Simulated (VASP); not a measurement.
Consider the following.

```yaml
crystal:
  lattice:
    - [2.11610, -3.68260, 0.00000]
    - [2.11610, 3.68260, 0.00000]
    - [0.00000, 0.00000, 6.76945]
  atoms:
    - { symbol: Mg, position: [0.00000, 0.00000, 0.00000] }
    - { symbol: I, position: [0.33333, 0.66667, 0.24200] }
    - { symbol: I, position: [0.68242, 0.34909, 0.75800] }
```

These are PBE GGA, VASP's PBE PAW potentials (set 64) (plane waves; VASP 6.6.1) values and carry that method's errors. Numerical set-up: 400 eV cut-off, 7×7×4 Monkhorst-Pack mesh, Gaussian smearing of 0.050 eV, potentials Mg I.

Problem. Give the force on each atom (eV/Å).

Solution. 
```
atom      Fx      Fy      Fz
----  ------  ------  ------
Mg1    0.074   0.008   0.010
I2     0.027  -0.002  -0.009
I3    -0.101  -0.006  -0.001
```

Problem. Give the stress tensor in GPa (positive for a compressed cell).

Solution. 
```
-0.01  -0.01   0.26
-0.01  -0.16   0.02
 0.26   0.02   1.21
```
The pressure is its mean diagonal, 0.34 GPa.

The compound is MgI2 in the 1T layered structure. The cell was not relaxed at this level, atoms are displaced from their ideal sites. The run is one of a series of settings (KPOINTS 7×7×4 Monkhorst-Pack mesh against the base run), some of them coarse on purpose.
